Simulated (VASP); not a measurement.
A convergence study with VASP on Tb (space group no. 194 when undisturbed): one setting is varied, all else stays as given below, so the limit is that of these other settings. One atom is moved off its site, so that forces are finite.

```yaml
crystal:
  lattice:
    - [1.79460, -3.10834, 0.00000]
    - [1.79460, 3.10834, 0.00000]
    - [0.00000, 0.00000, 5.67293]
  atoms:
    - { symbol: Tb, position: [0.33333, 0.66667, 0.25881], spin: 6.0 }
    - { symbol: Tb, position: [0.66667, 0.33333, 0.75000], spin: 6.0 }
```

These are PBEsol GGA, VASP's PBE PAW potentials (set 64) (plane waves; VASP 6.6.1) values and carry that method's errors. The tightest run used: 300 eV cut-off, 15×15×9 Γ-centred mesh, Gaussian smearing of 0.10 eV, potentials Tb.

| setting | E (eV/atom) | pressure (GPa) | largest force (eV/Å) | moment (μB) | irreducible k-points |
|---|---|---|---|---|---|
| 2×2×1 mesh | -10.4823 | -13.50 | 0.215 | 11.500 | 2 |
| 2×2×2 mesh | -10.4086 | -11.85 | 0.027 | 11.719 | 4 |
| 3×3×2 mesh | -9.7505 | -3.13 | 0.225 | 11.584 | 6 |
| 4×4×2 mesh | -9.7578 | -2.41 | 0.132 | 11.382 | 8 |
| 4×4×3 mesh | -9.7446 | -1.62 | 0.131 | 12.229 | 9 |
| 5×5×3 mesh | -9.7499 | -2.30 | 0.157 | 11.966 | 12 |
| 6×6×3 mesh | -9.7713 | -2.65 | 0.157 | 12.024 | 17 |

These are the cheaper rows. Estimate the results at 15×15×9 mesh, and how far the last row shown lies from them.

```
quantity              tightest run  last row shown is off by
--------------------  ------------  ------------------------
E (eV/atom)                -9.7586                   -0.0127
pressure (GPa)               -2.33                     -0.32
largest force (eV/Å)         0.152                     0.004
moment (μB)                 11.862                     0.162
```

Left out are rungs that failed or repeat a setting and relaxations that didn't move; long series are thinned to 24 rows.

The structure is a typed Tb crystal (space group no. 194). The cell was not relaxed at this level, it is distorted from the ideal structure. The spin order is the one that the start imposed; others were not tried in this run.
